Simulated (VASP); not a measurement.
# Lattice of BeSnBi2 across functionals and dispersion corrections, part 2 of 3

How much does the cell of BeSnBi2 depend on the functional? The cell is invented: it takes the structure of a Materials Project entry for SnSb (space group 12 there), with some of its atoms replaced by other elements, volume scaled by an estimate. It may not be a known or stable phase.

VASP 6.6.1, plane waves and PAW; the level of theory is named at each step.

So far. Step 2 (Relaxation with PBE): It ends with forces that vanish by symmetry and a pressure of -0.03 GPa.

**3. Relaxation with LDA**

This step: LDA; plane waves and PAW (Bi_d, Sn_d, Be); invented cell (VASP 6.6.1).

LDA, the lowest rung, knows the local density alone.

Input file INCAR:

```
SYSTEM = BeSnBi2
PREC = Accurate
ENCUT = 520
EDIFF = 1E-06
NELM = 100
ISMEAR = -1
SIGMA = 0.05
LREAL = .FALSE.
ALGO = Normal
GGA = CA
LORBIT = 11
LWAVE = .FALSE.
LCHARG = .FALSE.
KPAR = 2
IBRION = 2
NSW = 60
ISIF = 3
EDIFFG = -0.01
```

Input file POSCAR:

```
BeSnBi2
1.0
    3.1589480000      0.0000000000      0.0000000000
    0.0000000000      4.9304670000      0.0000000000
   -0.0365280000      0.0000000000      5.7122290000
Bi Sn Be
2 1 1
Direct
    0.5000000000      0.5000000000      0.5000000000
    0.0000000000      0.0000000000      0.5000000000
    0.5000000000      0.5000000000      0.0000000000
    0.0000000000      0.0000000000      0.0000000000
```

Input file KPOINTS:

```
Automatic mesh
0
Gamma
7 5 4
0 0 0
```

PAW data sets: Bi_d, Sn_d and Be (PBE family, release 64).

Started as:

```sh
mpirun -np 2 vasp_std
```

Log:

```text
[banner, memory and clock lines left out]
running    2 mpi-ranks, on    1 nodes
 distrk:  each k-point on    1 cores,    2 groups
 distr:  one band on    1 cores,    1 groups

 POSCAR found type information on POSCAR BiSnBe
 POSCAR found :  3 types and       4 ions
|                                                                             |
|               ----> ADVICE to this user running VASP <----                  |
|                                                                             |
|     You enforced a specific xc type in the INCAR file but a different       |
|     [... a line on the potential file left out ...]
|     I HOPE YOU KNOW WHAT YOU ARE DOING!                                     |
|                                                                             |

 LDA part: xc-table for (Slater(with rela. corr.)+CA(PZ))
 , standard interpolation
 POSCAR, INCAR and KPOINTS ok, starting setup
 FFT: planning ... GRIDC
 FFT: planning ... GRID_SOFT
 FFT: planning ... GRID
 WAVECAR not read
 entering main loop
       N       E                     dE             d eps       ncg     rms          rms(c)
DAV:   1     0.482919399793E+03    0.48292E+03   -0.24759E+04  2430   0.237E+03
DAV:   2     0.383025968357E+02   -0.44462E+03   -0.43852E+03  2430   0.557E+02
DAV:   3    -0.129674927330E+02   -0.51270E+02   -0.49954E+02  2887   0.203E+02
DAV:   4    -0.151316620291E+02   -0.21642E+01   -0.21324E+01  2801   0.432E+01
DAV:   5    -0.152167966855E+02   -0.85135E-01   -0.85009E-01  3307   0.806E+00    0.285E+00
DAV:   6    -0.150834558187E+02    0.13334E+00   -0.25045E-01  3089   0.572E+00    0.147E+00
DAV:   7    -0.150564035027E+02    0.27052E-01   -0.74509E-02  3226   0.305E+00    0.501E-01
DAV:   8    -0.150523722572E+02    0.40312E-02   -0.54951E-03  3544   0.655E-01    0.122E-01
DAV:   9    -0.150520131715E+02    0.35909E-03   -0.45476E-04  2968   0.284E-01    0.303E-02
DAV:  10    -0.150520079224E+02    0.52492E-05   -0.58054E-05  2963   0.101E-01    0.606E-03
DAV:  11    -0.150520072577E+02    0.66468E-06   -0.57026E-06  2779   0.269E-02
   1 F= -.15052007E+02 E0= -.15041831E+02  d E =-.150520E+02
 curvature:   0.00 expect dE= 0.000E+00 dE for cont linesearch  0.000E+00
 trial: gam= 0.00000 g(F)=  0.769E-59 g(S)=  0.220E+01 ort = 0.000E+00 (trialstep = 0.100E+01)
 search vector abs. value=  0.220E+01
 bond charge predicted
       N       E                     dE             d eps       ncg     rms          rms(c)
DAV:   1    -0.459339347442E+02   -0.30882E+02   -0.11278E+03  3332   0.619E+02    0.297E+01
DAV:   2    -0.211501591391E+02    0.24784E+02   -0.77068E+01  2933   0.110E+02    0.119E+01
DAV:   3    -0.156191189434E+02    0.55310E+01   -0.24360E+01  3131   0.560E+01    0.161E+00
DAV:   4    -0.155238465871E+02    0.95272E-01   -0.90550E-01  3160   0.824E+00    0.913E-01
DAV:   5    -0.154973292939E+02    0.26517E-01   -0.70086E-02  3214   0.183E+00    0.541E-01
DAV:   6    -0.154875647184E+02    0.97646E-02   -0.18807E-02  3271   0.108E+00    0.124E-01
DAV:   7    -0.154874134603E+02    0.15126E-03   -0.23084E-03  2957   0.533E-01    0.470E-02
DAV:   8    -0.154873144092E+02    0.99051E-04   -0.32501E-04  2754   0.186E-01    0.136E-02
DAV:   9    -0.154873133093E+02    0.10998E-05   -0.28295E-05  3102   0.416E-02    0.343E-03
DAV:  10    -0.154873130823E+02    0.22702E-06   -0.21356E-06  1967   0.126E-02
   2 F= -.15487313E+02 E0= -.15477652E+02  d E =-.435306E+00
[... from here on, the cycles between the ionic steps are left out ...]
   3 F= -.15664797E+02 E0= -.15656760E+02  d E =-.612789E+00
   4 F= -.15664709E+02 E0= -.15656674E+02  d E =-.612702E+00
   5 F= -.15676801E+02 E0= -.15670263E+02  d E =-.120924E-01
   6 F= -.15677100E+02 E0= -.15670743E+02  d E =-.123914E-01
   7 F= -.15677098E+02 E0= -.15670761E+02  d E =-.123888E-01
   8 F= -.15677571E+02 E0= -.15671080E+02  d E =-.473671E-03
   9 F= -.15677687E+02 E0= -.15671041E+02  d E =-.589780E-03
 curvature:  -0.86 expect dE=-0.309E-03 dE for cont linesearch -0.458E-06
 trial: gam= 0.45173 g(F)=  0.608E-59 g(S)=  0.360E-03 ort = 0.196E-04 (trialstep = 0.110E+01)
 search vector abs. value=  0.525E-03
 bond charge predicted
       N       E                     dE             d eps       ncg     rms          rms(c)
DAV:   1    -0.156822235387E+02   -0.45355E-02   -0.13523E-01  2817   0.368E+00    0.315E-01
DAV:   2    -0.156791100440E+02    0.31135E-02   -0.68144E-03  2810   0.113E+00    0.171E-01
DAV:   3    -0.156779476571E+02    0.11624E-02   -0.38398E-03  2923   0.788E-01    0.370E-02
DAV:   4    -0.156779584898E+02   -0.10833E-04   -0.52415E-04  2633   0.267E-01    0.149E-02
DAV:   5    -0.156779548626E+02    0.36272E-05   -0.31557E-05  4016   0.716E-02    0.466E-03
DAV:   6    -0.156779546139E+02    0.24874E-06   -0.35041E-06  2347   0.251E-02
  10 F= -.15677955E+02 E0= -.15671086E+02  d E =-.267152E-03
 trial-energy change:   -0.000267  1 .order   -0.000255   -0.000404   -0.000106
 step:   1.3912(harm=  1.4835)  dis= 0.00000  next Energy=   -15.677969 (dE=-0.282E-03)
 reached required accuracy - stopping structural energy minimisation
```

It took 6.7 min on 2 MPI ranks of AMD EPYC 7R43, shared host; peak memory 0.4 GiB.

OUTCAR, selected parts (step 3):

```text
The static configuration has the point symmetry C_2h.

 Found     45 irreducible k-points:

   NELECT =      46.0000    total number of electrons

 E-fermi :   7.0600

 k-point     1 :       0.0000    0.0000    0.0000
  band No.  band energies     occupation
    ...
     19       1.7089      2.00000
     20       1.7095      2.00000
     21       5.4281      2.00000
     22       5.7776      2.00000
     23       6.2574      2.00000
     24       8.4754      0.00000
     25      10.8046      0.00000
     26      12.0054      0.00000
     27      12.5478      0.00000

 k-point     2 :       0.1429    0.0000   -0.0000
  band No.  band energies     occupation
    ...
     20       2.0628      2.00000
     21       5.5708      2.00000
     22       6.0856      2.00000
     23       6.2980      2.00000
     24       6.6227      1.99968
     25      10.1122      0.00000
     26      10.5922      0.00000
     27      11.0322      0.00000

  Total       -0.0372539      0.0036631      0.0129829      0.0000000      0.0000000      0.0019466
  in kB       -0.5794667      0.0569780      0.2019425      0.0000000      0.0000000      0.0302779
  external PRESSURE =      -0.1068488 kB  Pullay stress =       0.0000000 kB

  energy-cutoff  :      520.00
  volume of cell :      103.00
      direct lattice vectors                 reciprocal lattice vectors
     3.319499628  0.000000000  0.010723555     0.301246919  0.000000000  0.001022488
     0.000000000  5.363218186  0.000000000     0.000000000  0.186455215  0.000000000
    -0.019637535  0.000000000  5.785637836    -0.000558355  0.000000000  0.172839895

 POSITION                                       TOTAL-FORCE (eV/Angst)
 -----------------------------------------------------------------------------------
      1.64993      2.68161      2.89818        -0.000000      0.000000      0.000000
     -0.00982      0.00000      2.89282        -0.000000      0.000000      0.000000
      1.65975      2.68161      0.00536         0.000000      0.000000      0.000000
      0.00000      0.00000      0.00000        -0.000000      0.000000      0.000000
 -----------------------------------------------------------------------------------
    total drift:                                0.000000     -0.000000     -0.000000

  FREE ENERGIE OF THE ION-ELECTRON SYSTEM (eV)
  ---------------------------------------------------
  free  energy   TOTEN  =       -15.6779546139 eV

  energy  without entropy=      -15.6642169797  energy(sigma->0) =      -15.67108580

 total charge
# of ion       s       p       d       tot
------------------------------------------
    1        1.527   1.447   9.950  12.924
    2        1.522   1.410   9.934  12.866
    3        1.234   1.003   9.979  12.217
    4        0.370   0.308   0.000   0.678
--------------------------------------------------
tot          4.652   4.168  29.864  38.684

[... 8 parts as in an earlier step ...]

[... 5 further parts left out ...]
```

The PAW data sets were made with PBE, though LDA sets exist; this is a small mismatch.

Relaxation path:

```csv
step,energy less that of the first step (eV),largest force (eV/Å),pressure (GPa),volume (Å³)
1,0.0000,0.0000,13.08,88.97
2,-0.4353,0.0000,-4.86,114.28
3,-0.6128,0.0000,-0.45,103.98
4,-0.6127,0.0000,-0.29,103.66
5,-0.6248,0.0000,0.04,102.97
6,-0.6251,0.0000,0.08,102.85
7,-0.6251,0.0000,0.10,102.83
8,-0.6256,0.0000,-0.02,103.04
9,-0.6257,0.0000,-0.11,103.19
10,-0.6259,0.0000,-0.01,103.00
```

```csv
cell as run,before,after,change
a (Å),3.159,3.320,+5.1 %
b (Å),4.930,5.363,+8.8 %
c (Å),5.712,5.786,+1.3 %
β (°),90.37,90.01,-0.4 %
volume (Å³/atom),22.24,25.75,+15.8 %
```

The relaxed structure:

```xyz
4
Lattice="3.3195 0.0000 0.0107 0.0000 5.3632 0.0000 -0.0196 0.0000 5.7856" Properties=species:S:1:pos:R:3 pbc="T T T"
Bi    1.6499    2.6816    2.8982
Bi   -0.0098    0.0000    2.8928
Sn    1.6597    2.6816    0.0054
Be    0.0000    0.0000    0.0000
```

This step gave:

* free energy (TOTEN): -15.68 eV
* energy at zero smearing: -15.67 eV
* Fermi energy: 7.06 eV
* pressure: -0.01068 GPa
* SCF cycles over all ionic steps: 72

It ends at 25.75 Å³/atom, +15.8 % from the start, with -0.01 GPa left.

**4. Relaxation with PBEsol**

This step: PBEsol; plane waves and PAW (Bi_d, Sn_d, Be); invented cell (VASP 6.6.1).

PBEsol restores the gradient expansion of exchange and is tuned for the cells of solids.

INCAR: that of step 3 with these lines changed.

```diff
@@ -9,3 +9,3 @@
 ALGO = Normal
-GGA = CA
+GGA = PS
 LORBIT = 11
```

POSCAR is that of step 3.

KPOINTS is that of step 3.

Started as:

```sh
mpirun -np 2 vasp_std
```

Log:

```text
[banner, memory and clock lines left out]
running    2 mpi-ranks, on    1 nodes
[...]
[... a notice as in an earlier step ...]

 LDA part: xc-table for (Slater+PW92), standard interpolation
 POSCAR, INCAR and KPOINTS ok, starting setup
[...]
entering main loop
       N       E                     dE             d eps       ncg     rms          rms(c)
DAV:   1     0.481875072613E+03    0.48188E+03   -0.24819E+04  2430   0.237E+03
DAV:   2     0.392482602779E+02   -0.44263E+03   -0.43658E+03  2430   0.558E+02
DAV:   3    -0.118001620446E+02   -0.51048E+02   -0.49736E+02  2905   0.202E+02
DAV:   4    -0.139513824710E+02   -0.21512E+01   -0.21178E+01  2828   0.428E+01
[...]
DAV:  10    -0.139240839910E+02    0.71882E-06   -0.53401E-05  2824   0.927E-02    0.523E-03
DAV:  11    -0.139240820883E+02    0.19027E-05   -0.68502E-06  2900   0.302E-02    0.228E-03
DAV:  12    -0.139240813479E+02    0.74036E-06   -0.40135E-07  1476   0.819E-03
   1 F= -.13924081E+02 E0= -.13913843E+02  d E =-.139241E+02
[... from here on, the cycles between the ionic steps are left out ...]
   2 F= -.14461896E+02 E0= -.14451415E+02  d E =-.537815E+00
   3 F= -.14670287E+02 E0= -.14662086E+02  d E =-.746205E+00
   5 F= -.14679951E+02 E0= -.14673096E+02  d E =-.966373E-02
   7 F= -.14680580E+02 E0= -.14673496E+02  d E =-.627900E-03
   9 F= -.14681799E+02 E0= -.14674408E+02  d E =-.184740E-02
  11 F= -.14683105E+02 E0= -.14675767E+02  d E =-.130633E-02
  13 F= -.14684135E+02 E0= -.14676362E+02  d E =-.797474E-03
  15 F= -.14684889E+02 E0= -.14679376E+02  d E =-.155067E-02
  17 F= -.14686372E+02 E0= -.14680028E+02  d E =-.303375E-02
  19 F= -.14686475E+02 E0= -.14679834E+02  d E =-.313718E-02
  21 F= -.14686638E+02 E0= -.14679832E+02  d E =-.162588E-03
  23 F= -.14686699E+02 E0= -.14679874E+02  d E =-.646731E-04
  24 F= -.14686703E+02 E0= -.14679875E+02  d E =-.688896E-04
[...]
hard stop encountered!  aborting job ...
[...]
|     The electronic self-consistency was not achieved in the given           |
[...]
soft stop encountered!  aborting job ...
  25 F= -.14686726E+02 E0= -.14679899E+02  d E =-.136538E-01
 deleting file STOPCAR
```

It took 15 min on 2 MPI ranks; peak memory 0.45 GiB.

The run was stopped at its time limit, by a STOPCAR file.

By then 24 ionic steps had been finished.

More ranks or a longer limit would be the way on, or going on from the last geometry.

**5. Relaxation with r2SCAN**

This step: r2SCAN; plane waves and PAW (Bi_d, Sn_d, Be); invented cell (VASP 6.6.1).

r2SCAN adds the kinetic-energy density, costs more than a GGA and is run with LASPH.

INCAR: that of step 4 with these lines changed.

```diff
@@ -9,3 +9,4 @@
 ALGO = Normal
-GGA = PS
+METAGGA = R2SCAN
+LASPH = .TRUE.
 LORBIT = 11
```

POSCAR is that of step 4.

KPOINTS is that of step 4.

Started as:

```sh
mpirun -np 2 vasp_std
```

Log:

```text
[banner, memory and clock lines left out]
running    2 mpi-ranks, on    1 nodes
[...]
[... a notice as in an earlier step ...]

 LDA part: xc-table for (None), standard interpolation
 POSCAR, INCAR and KPOINTS ok, starting setup
[...]
entering main loop
       N       E                     dE             d eps       ncg     rms          rms(c)
DAV:   1     0.360746652142E+03    0.36075E+03   -0.25544E+04  2430   0.244E+03
DAV:   2    -0.956679593665E+02   -0.45641E+03   -0.45022E+03  2430   0.574E+02
DAV:   3    -0.149139324280E+03   -0.53471E+02   -0.52127E+02  2884   0.210E+02
DAV:   4    -0.151479302775E+03   -0.23400E+01   -0.23061E+01  2870   0.453E+01
[...]
DAV:  10    -0.142532328458E+03    0.45803E-04   -0.61312E-04  2960   0.311E-01    0.207E-02
DAV:  11    -0.142532333278E+03   -0.48196E-05   -0.47568E-05  2776   0.849E-02    0.820E-03
DAV:  12    -0.142532332581E+03    0.69633E-06   -0.67355E-06  2907   0.264E-02
   1 F= -.14253233E+03 E0= -.14252259E+03  d E =-.142532E+03
[... from here on, the cycles between the ionic steps are left out ...]
   2 F= -.14324609E+03 E0= -.14323456E+03  d E =-.713753E+00
   3 F= -.14352438E+03 E0= -.14351683E+03  d E =-.992046E+00
   4 F= -.14353235E+03 E0= -.14352544E+03  d E =-.796714E-02
 trial-energy change:   -0.007967  1 .order   -0.007782   -0.012138   -0.003426
 step:   1.2298(harm=  1.2824)  dis= 0.00000  next Energy=  -143.532928 (dE=-0.855E-02)
[...]
N       E                     dE             d eps       ncg     rms          rms(c)
DAV:   1    -0.143539549004E+03   -0.72038E-02   -0.22104E-01  2680   0.407E+00    0.385E-01
 hard stop encountered!  aborting job ...
 [... a notice as in an earlier step ...]

 soft stop encountered!  aborting job ...
```

Elapsed: 16 min, on 2 MPI ranks.

The run was stopped at its time limit, by a STOPCAR file.

By then 4 ionic steps had been finished.

More ranks or a longer limit would be the way on, or going on from the last geometry.

**6. Relaxation with PBE + D3(BJ)**

This step: PBE with D3(BJ); plane waves and PAW (Bi_d, Sn_d, Be); invented cell (VASP 6.6.1).

A dispersion term adds the long-range attraction that semilocal functionals lack. D3 with Becke-Johnson damping keeps a finite attraction at short range.

INCAR: that of step 5 with these lines changed.

```diff
@@ -9,4 +9,4 @@
 ALGO = Normal
-METAGGA = R2SCAN
-LASPH = .TRUE.
+GGA = PE
+IVDW = 12
 LORBIT = 11
```

POSCAR is that of step 5.

KPOINTS is that of step 5.

Started as:

```sh
mpirun -np 2 vasp_std
```

Log:

```text
[... set-up lines as in an earlier step ...]
 entering main loop
       N       E                     dE             d eps       ncg     rms          rms(c)
[... 13 cycles as in an earlier step ...]
   1 F= -.13804068E+02 E0= -.13793795E+02  d E =-.138041E+02
[... from here on, the cycles between the ionic steps are left out ...]
   2 F= -.14407826E+02 E0= -.14397338E+02  d E =-.603758E+00
   3 F= -.14567334E+02 E0= -.14559373E+02  d E =-.763266E+00
   4 F= -.14567398E+02 E0= -.14559458E+02  d E =-.763330E+00
   5 F= -.14575209E+02 E0= -.14568198E+02  d E =-.781157E-02
   6 F= -.14575468E+02 E0= -.14568619E+02  d E =-.807014E-02
   7 F= -.14575472E+02 E0= -.14568610E+02  d E =-.807430E-02
   8 F= -.14576147E+02 E0= -.14569047E+02  d E =-.674823E-03
   9 F= -.14576891E+02 E0= -.14569384E+02  d E =-.141876E-02
  10 F= -.14576768E+02 E0= -.14569266E+02  d E =-.129599E-02
  11 F= -.14577060E+02 E0= -.14569451E+02  d E =-.158812E-02
  12 F= -.14577552E+02 E0= -.14570031E+02  d E =-.491385E-03
  13 F= -.14578099E+02 E0= -.14570756E+02  d E =-.103893E-02
  14 F= -.14578125E+02 E0= -.14570802E+02  d E =-.106476E-02
  15 F= -.14578126E+02 E0= -.14570803E+02  d E =-.106605E-02
  16 F= -.14578177E+02 E0= -.14570833E+02  d E =-.505954E-04
  17 F= -.14578239E+02 E0= -.14570779E+02  d E =-.112315E-03
  18 F= -.14578263E+02 E0= -.14570807E+02  d E =-.246370E-04
 trial-energy change:   -0.000025  1 .order   -0.000027   -0.000044   -0.000011
 step:   1.1344(harm=  1.1344)  dis= 0.00000  next Energy=   -14.578268 (dE=-0.293E-04)
 reached required accuracy - stopping structural energy minimisation
```

The job ended after 13 min (2 MPI ranks; peak memory 0.47 GiB).

(Part 2 of 3 ends here.)

[Lines on the potential files, build, host, timing and source positions are cut from VASP's logs without a mark.]

[Logs are printed without paths, hosts, clocks, repeated set-up lines and the standing remarks that a program may print on its own settings, such as how far it seeks lower states.]

[Hosts, paths, dates, database ids (printed as entryN), source tags and the programs' standing remarks are cut or masked in the printed files.]

[A measured line is paired with the nearest computed mode of its activity, which favours agreement.]
